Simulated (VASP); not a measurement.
OSZICAR of a VASP run on Ho (hcp):

OSZICAR:
```
       N       E                     dE             d eps       ncg     rms          rms(c)
DAV:   1     0.131123441274E+03    0.13112E+03   -0.92387E+03  2786   0.155E+03
DAV:   2    -0.234729451595E+01   -0.13347E+03   -0.13120E+03  3269   0.700E+02
DAV:   3    -0.108286318235E+02   -0.84813E+01   -0.81940E+01  4482   0.134E+02
DAV:   4    -0.112732151930E+02   -0.44458E+00   -0.43029E+00  4828   0.209E+01
DAV:   5    -0.112917857826E+02   -0.18571E-01   -0.18421E-01  4706   0.419E+00    0.282E+01
DAV:   6    -0.156225300499E+02   -0.43307E+01   -0.30206E+01  2730   0.569E+02    0.161E+01
DAV:   7    -0.151805401960E+02    0.44199E+00   -0.11938E+00  5412   0.480E+01    0.170E+00
DAV:   8    -0.156754783240E+02   -0.49494E+00   -0.59803E-01  2754   0.108E+01    0.114E+00
DAV:   9    -0.149324785471E+02    0.74300E+00   -0.21427E+02  2730   0.425E+03    0.508E-01
DAV:  10    -0.156745194627E+02   -0.74204E+00   -0.52621E-01  3370   0.965E+00    0.264E-01
DAV:  11    -0.156817168204E+02   -0.71974E-02   -0.83466E-03  4012   0.101E+00    0.152E-01
DAV:  12    -0.156833851744E+02   -0.16684E-02   -0.13099E-03  4398   0.391E-01    0.706E-02
DAV:  13    -0.156837506460E+02   -0.36547E-03   -0.56443E-04  4341   0.281E-01    0.584E-02
DAV:  14    -0.156843871335E+02   -0.63649E-03   -0.38683E-05  4449   0.730E-02    0.121E-02
DAV:  15    -0.156845269335E+02   -0.13980E-03   -0.13346E-05  4389   0.371E-02    0.228E-02
DAV:  16    -0.156845464008E+02   -0.19467E-04   -0.67474E-06  4355   0.374E-02    0.126E-02
DAV:  17    -0.156845486086E+02   -0.22078E-05   -0.28007E-07  3575   0.554E-03    0.833E-03
DAV:  18    -0.156845512664E+02   -0.26578E-05   -0.15916E-07  2636   0.591E-03    0.572E-03
DAV:  19    -0.156845543251E+02   -0.30587E-05   -0.70797E-07  3934   0.110E-02    0.185E-03
DAV:  20    -0.156845544119E+02   -0.86773E-07   -0.19583E-08  1995   0.202E-03
   1 F= -.15684554E+02 E0= -.15684554E+02  d E =0.000000E+00
       N       E                     dE             ncg
```

Q: Which electronic solver shows in the log?

A: It is blocked Davidson (ALGO = Normal, or the opening steps of other solvers). The INCAR had ALGO = Normal.

Q: Can the final energy be trusted as converged?

A: The calculation finished and met its thresholds. It stopped with EDIFF = 1E-7, NELM = 100 (TPSS meta-GGA, plane waves, VASP's PBE PAW potentials (set 64)). The 4f electrons are frozen in the core of the lanthanide potential, so 4f levels, which can set the real gap, and their magnetism are missing.

The compound is Ho in the hcp structure. It was relaxed first.
